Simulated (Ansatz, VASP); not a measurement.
# Ir (S11(113) boundary in fcc Ir, shift (0.5, 0.5)) in two plane-wave programs

One calculation is typed for both programs; each brings its own data sets and cutoff. How far apart do they land? The structure shown is the end of the VASP relaxation below.

Main program and level: Ansatz 0.2.0; plane waves, with VASP 6.6.1 beside it; single point at PBE.

In doubt: too few empty bands were carried, so the values of those runs are not to be relied on.

## 1. The structure

The cell holds 16 atoms: 16 Ir. Cell: a = 2.715 Å, b = 4.702 Å, c = 29.522 Å, α = 90.0°, β = 90.0°, γ = 73.2°. It derives from Ir. As first built, before any earlier steps moved the atoms (in the runner's words): plane [1, 1, 3]; removed 2; opened 0. Vacuum lies along c.

## 2. VASP: relaxation, PBE

This run makes the geometry at which the two programs are then compared.

Lines of VASP's logs that name or quote its potential files are left out, and so is its time.

INCAR reads:

```
SYSTEM = Ir
PREC = Normal
ENCUT = 300
EDIFF = 1E-05
NELM = 120
ISMEAR = -1
SIGMA = 0.1
LREAL = Auto
ALGO = Fast
GGA = PE
NBANDS = 89
LASPH = .TRUE.
LORBIT = 11
LWAVE = .FALSE.
LCHARG = .FALSE.
KPAR = 4
IBRION = 2
NSW = 60
ISIF = 2
EDIFFG = -0.03
POTIM = 0.25
MAXMIX = 40
```

POSCAR reads:

```
Ir
1.0
    2.7148657757      0.0000000000      0.0000000000
    1.3574328878      4.5020955671      0.0000000000
    0.0000000000      0.0000000000     29.5219625024
Ir
16
Selective dynamics
Direct
    0.9090909090      0.1818181819      0.1693654343  F F F
    0.6363636363      0.7272727273      0.2085776871  F F F
    0.3636363636      0.2727272728      0.2477899399  F F F
    0.0759989333      0.8166818506      0.2875768849  T T T
    0.8040865584      0.3586689223      0.3262292125  T T T
    0.5148173676      0.9000213504      0.3672212164  T T T
    0.2432834473      0.4460035703      0.4042927930  T T T
    0.9498575250      0.9914591580      0.4475488452  T T T
    0.1973038636      0.4371028733      0.4924181882  T T T
    0.4680706229      0.8906772057      0.5283842753  T T T
    0.7309662446      0.3472533337      0.5701497898  T T T
    0.9966349780      0.8038641934      0.6095619004  T T T
    0.2625972703      0.2580648749      0.6495435430  T T T
    0.5285230953      0.7193268855      0.6873020573  T T T
    0.7985684171      0.1582868431      0.7321300582  T T T
    0.0737150120      0.6104950511      0.7626882713  T T T
```

KPOINTS reads:

```
Automatic mesh
0
Gamma
9 9 1
0 0 0
```

Potentials, in the order of the species: Ir (PBE family, release 64).

On the command line:

```bash
$ mpirun -np 4 vasp_std
```

Numbers of over 12 decimals in the logs are rounded to 6 here.

Log:

```text
[banner, memory and clock lines left out]
running    4 mpi-ranks, on    1 nodes
 distrk:  each k-point on    1 cores,    4 groups
 distr:  one band on    1 cores,    1 groups

 POSCAR found type information on POSCAR Ir
 POSCAR found :  1 types and      16 ions
 LDA part: xc-table for (Slater+PW92), standard interpolation
 POSCAR, INCAR and KPOINTS ok, starting setup
 FFT: planning ... GRIDC
 FFT: planning ... GRID_SOFT
 FFT: planning ... GRID
 WAVECAR not read
 entering main loop
       N       E                     dE             d eps       ncg     rms          rms(c)
DAV:   1     0.112069048301E+04    0.11207E+04   -0.46452E+04  7402   0.993E+02
DAV:   2    -0.548121143473E+02   -0.11755E+04   -0.11095E+04  7576   0.407E+02
DAV:   3    -0.140525396371E+03   -0.85713E+02   -0.78595E+02  9868   0.100E+02
DAV:   4    -0.145503774563E+03   -0.49784E+01   -0.47406E+01  9860   0.227E+01
DAV:   5    -0.145692023054E+03   -0.18825E+00   -0.18297E+00 10044   0.354E+00    0.547E+01
RMM:   6    -0.151013876238E+03   -0.53219E+01   -0.15692E+01  7467   0.199E+01    0.462E+01
RMM:   7    -0.288630316299E+03   -0.13762E+03   -0.17130E+02 12573   0.366E+01    0.837E+01
RMM:   8    -0.252104286340E+03    0.36526E+02   -0.98125E+01 11426   0.227E+01    0.761E+01
RMM:   9    -0.249427450347E+03    0.26768E+01   -0.45814E+01  9747   0.178E+01    0.664E+01
RMM:  10    -0.288746316120E+03   -0.39319E+02   -0.90004E+01 11317   0.231E+01    0.732E+01
RMM:  11    -0.145583351115E+03    0.14316E+03   -0.59092E+01 10169   0.191E+01    0.269E+01
RMM:  12    -0.142180792823E+03    0.34026E+01   -0.16084E+01  8061   0.146E+01    0.262E+01
RMM:  13    -0.147225214323E+03   -0.50444E+01   -0.82567E+00  8574   0.811E+00    0.280E+01
RMM:  14    -0.139103646337E+03    0.81216E+01   -0.19037E+00  8250   0.406E+00    0.163E+01
[...]
RMM:  33    -0.136884764265E+03   -0.13668E-04   -0.24787E-05  4439   0.142E-02    0.331E-02
RMM:  34    -0.136884781967E+03   -0.17702E-04   -0.12299E-05  4214   0.114E-02    0.217E-02
RMM:  35    -0.136884810389E+03   -0.28421E-04   -0.12122E-05  4186   0.987E-03    0.145E-02
RMM:  36    -0.136884838188E+03   -0.27799E-04   -0.91750E-06  4191   0.762E-03    0.196E-02
RMM:  37    -0.136884848791E+03   -0.10604E-04   -0.71515E-06  3914   0.683E-03    0.181E-02
RMM:  38    -0.136884864785E+03   -0.15994E-04   -0.50825E-06  3332   0.447E-03    0.126E-02
RMM:  39    -0.136884878084E+03   -0.13299E-04   -0.48831E-06  3245   0.428E-03    0.848E-03
RMM:  40    -0.136884881766E+03   -0.36812E-05   -0.31980E-06  2562   0.337E-03
   1 F= -.13688488E+03 E0= -.13658342E+03  d E =-.136885E+03
[... from here on, the cycles between the ionic steps are left out ...]
  24 F= -.13693219E+03 E0= -.13662836E+03  d E =-.300248E-02
  25 F= -.13693271E+03 E0= -.13662895E+03  d E =-.352883E-02
  26 F= -.13693437E+03 E0= -.13663058E+03  d E =-.165319E-02
  27 F= -.13693593E+03 E0= -.13663204E+03  d E =-.321186E-02
  28 F= -.13693605E+03 E0= -.13663213E+03  d E =-.333269E-02
  29 F= -.13693740E+03 E0= -.13663357E+03  d E =-.135178E-02
  30 F= -.13693779E+03 E0= -.13663402E+03  d E =-.174088E-02
  31 F= -.13693793E+03 E0= -.13663425E+03  d E =-.188414E-02
  32 F= -.13693871E+03 E0= -.13663511E+03  d E =-.777905E-03
  33 F= -.13693874E+03 E0= -.13663515E+03  d E =-.807438E-03
 curvature:  -4.82 expect dE=-0.128E-02 dE for cont linesearch -0.211E-05
 trial: gam= 0.12387 g(F)=  0.265E-03 g(S)=  0.000E+00 ort =-0.280E-04 (trialstep = 0.248E+01)
 search vector abs. value=  0.286E-03
 bond charge predicted
       N       E                     dE             d eps       ncg     rms          rms(c)
DAV:   1    -0.136939021835E+03   -0.28611E-03   -0.17453E-01  7298   0.113E+00    0.575E-02
RMM:   2    -0.136939188732E+03   -0.16690E-03   -0.16538E-03  7362   0.225E-01    0.557E-02
RMM:   3    -0.136939220729E+03   -0.31997E-04   -0.54167E-04  8528   0.832E-02    0.406E-02
RMM:   4    -0.136939194736E+03    0.25992E-04   -0.10546E-04  7166   0.355E-02    0.348E-02
RMM:   5    -0.136939210842E+03   -0.16106E-04   -0.22805E-05  4294   0.162E-02    0.309E-02
RMM:   6    -0.136939175190E+03    0.35652E-04   -0.25977E-05  4447   0.186E-02    0.203E-02
RMM:   7    -0.136939191072E+03   -0.15881E-04   -0.10396E-05  4072   0.160E-02    0.180E-02
RMM:   8    -0.136939206889E+03   -0.15817E-04   -0.33592E-06  4001   0.831E-03    0.161E-02
RMM:   9    -0.136939213346E+03   -0.64566E-05   -0.21743E-06  3912   0.491E-03
  34 F= -.13693921E+03 E0= -.13663570E+03  d E =-.475325E-03
 trial-energy change:   -0.000475  1 .order   -0.000487   -0.000651   -0.000324
 step:   4.9406(harm=  4.9406)  dis= 0.00460  next Energy=  -136.939385 (dE=-0.647E-03)
 reached required accuracy - stopping structural energy minimisation
```

OUTCAR, selected parts (step 2):

```text
ion  position               nearest neighbor table
   1  0.909  0.182  0.169-   2 2.71   2 2.71   2 2.71   3 2.71   3 2.71
   2  0.636  0.727  0.209-   4 2.71   3 2.71   1 2.71   3 2.71   1 2.71   3 2.71   1 2.71   4 2.75

  LATTYP: Found a base centered orthorhombic cell.
 ALAT       =     2.7148657757
 B/A-ratio  =     3.3166247904
 C/A-ratio  =    10.8741886124

 Subroutine GETGRP returns: Found  1 space group operations
 (whereof  1 operations were pure point group operations)

The static configuration has the point symmetry C_1 .

 Found     41 irreducible k-points:

   k-points           NKPTS =     41   k-points in BZ     NKDIM =     41   number of bands    NBANDS=     89

   dimension x,y,z NGX =    12 NGY =   20 NGZ =  126
   dimension x,y,z NGXF=    24 NGYF=   40 NGZF=  252

   ENCUT  =  300.0 eV  22.05 Ry    4.70 a.u.   3.83  6.64 41.69*2*pi/ulx,y,z

   NELECT =     144.0000    total number of electrons

 k-points in reciprocal lattice and weights: Automatic mesh
   0.00000000  0.00000000  0.00000000       0.012
   0.11111111 -0.00000000  0.00000000       0.025
   0.11111111  0.11111111  0.00000000       0.025
   0.22222222  0.00000000  0.00000000       0.025
   0.22222222  0.22222222  0.00000000       0.025
   0.33333333 -0.00000000  0.00000000       0.025
   0.33333333  0.33333333  0.00000000       0.025
   0.44444444  0.00000000  0.00000000       0.025
   0.44444444  0.44444444  0.00000000       0.025
[...]
0.00000000  0.44444444  0.00000000       0.025
  -0.11111111  0.44444444  0.00000000       0.025

 average (electrostatic) potential at core
       1 -53.6831       2 -54.2598       3 -54.5249       4 -54.5661       5 -54.5970
       6 -54.5637       7 -54.4387       8 -54.3611       9 -54.4770      10 -54.5132
      11 -54.5845      12 -54.5750      13 -54.5363      14 -54.5269      15 -54.2182
      16 -53.9049

 E-fermi :   4.4903

 k-point     1 :       0.0000    0.0000    0.0000
  band No.  band energies     occupation
    ...
     71       3.7904      1.99818
     72       3.9076      1.99412
     73       4.0742      1.96930
     74       4.4914      0.99445
     75       4.5892      0.54211
     76       4.6510      0.33401
     77       4.7069      0.20569
     78       4.7219      0.17960
     79       4.8745      0.04200
     80       5.0015      0.01197
    ...

 k-point     2 :       0.1111   -0.0000    0.0000
  band No.  band energies     occupation
    ...
     73       4.0046      1.98457
     74       4.0871      1.96513
     75       4.2571      1.82292
     76       4.3187      1.69514
     77       4.4166      1.35268
     78       4.7400      0.15215
     79       4.9136      0.02860
     80       4.9666      0.01692
     81       5.0856      0.00518
     82       5.1372      0.00310
    ...

 k-point     3 :       0.1111    0.1111    0.0000
  band No.  band energies     occupation
    ...
     73       4.0037      1.98471
     74       4.0884      1.96468
     75       4.2568      1.82350
     76       4.3187      1.69528
     77       4.4164      1.35364
     78       4.7389      0.15370
     79       4.9124      0.02894
     80       4.9693      0.01648
     81       5.0860      0.00516
     82       5.1383      0.00306
    ...

  Total        0.3511438     -1.1661969     -4.2914262      0.0102881      0.3856382      0.3498938
  in kB        1.5591479     -5.1781447    -19.0547798      0.0456811      1.7123096      1.5535976
  external PRESSURE =      -7.5579255 kB  Pullay stress =       0.0000000 kB

  energy-cutoff  :      300.00
  volume of cell :      360.83
      direct lattice vectors                 reciprocal lattice vectors
     2.714865776  0.000000000  0.000000000     0.368342335 -0.111059393  0.000000000
     1.357432888  4.502095567  0.000000000     0.000000000  0.222118786  0.000000000
     0.000000000  0.000000000 29.521962502     0.000000000  0.000000000  0.033873087

 POSITION                                       TOTAL-FORCE (eV/Angst)
 -----------------------------------------------------------------------------------
      2.71487      0.81856      5.00000        -0.004338     -0.208365      1.101550
      2.71487      3.27425      6.15762        -0.015632      0.084041     -0.593980
      1.35743      1.22784      7.31525        -0.030760      0.131644     -0.384051
      1.35079      3.68003      8.50490         0.012422     -0.003388     -0.003684
      2.70672      1.62209      9.64539         0.016288     -0.010236     -0.001845
      2.70462      4.06437     10.86772         0.019365      0.002900     -0.002128
      1.34872      2.01959     11.95763         0.003645      0.000786     -0.014856
      4.06248      4.49180     13.25625        -0.007661      0.006311     -0.005278
      1.34523      2.01814     14.57529        -0.007129      0.004992     -0.010346
      2.70222      4.06320     15.63735        -0.000053     -0.000748     -0.007295
      2.70075      1.61552     16.87605        -0.004230     -0.003065     -0.017010
      1.34187      3.67266     18.03227        -0.006972     -0.008429     -0.005655
      1.34071      1.21902     19.21001        -0.005549      0.000298     -0.021132
      2.69590      3.28960     20.33945        -0.002232      0.003046     -0.021495
      2.69094      0.78263     21.63965         0.018152     -0.003185      0.001998
      1.33456      2.81593     22.56069         0.014685      0.003398     -0.014794
 -----------------------------------------------------------------------------------
    total drift:                                0.007704     -0.004596     -0.000511

  FREE ENERGIE OF THE ION-ELECTRON SYSTEM (eV)
  ---------------------------------------------------
  free  energy   TOTEN  =      -136.9392133457 eV

  energy  without entropy=     -136.3321822568  energy(sigma->0) =     -136.63569780

 reached required accuracy - stopping structural energy minimisation

 total charge
# of ion       s       p       d       tot
------------------------------------------
    1        0.643   0.427   6.928   7.998
    2        0.659   0.630   6.892   8.182
    3        0.671   0.719   6.955   8.345
    4        0.664   0.714   6.949   8.327
    5        0.671   0.730   6.954   8.356
    6        0.666   0.719   6.940   8.325
    7        0.674   0.704   6.948   8.326
    8        0.644   0.660   6.918   8.222
    9        0.676   0.710   6.946   8.332
   10        0.665   0.714   6.947   8.326
   11        0.670   0.727   6.952   8.349
   12        0.669   0.725   6.952   8.346
   13        0.660   0.707   6.947   8.314
   14        0.678   0.730   6.977   8.384
   15        0.673   0.627   6.911   8.211
   16        0.679   0.504   6.957   8.140
--------------------------------------------------
tot         10.664  10.746 111.073 132.483

[... 3 further parts left out ...]
```

(Continued in part 2 of 2.)

[Lines on the potential files, build, host, timing and source positions are cut from VASP's logs without a mark.]

[Logs are printed without paths, hosts, clocks, repeated set-up lines and the standing remarks that a program may print on its own settings, such as how far it seeks lower states.]

[Hosts, paths, dates, database ids (printed as entryN), source tags and the programs' standing remarks are cut or masked in the printed files.]

[The remark on too few empty bands rests on warnings of the Ansatz runs; the VASP runs of these pairs gave none.]
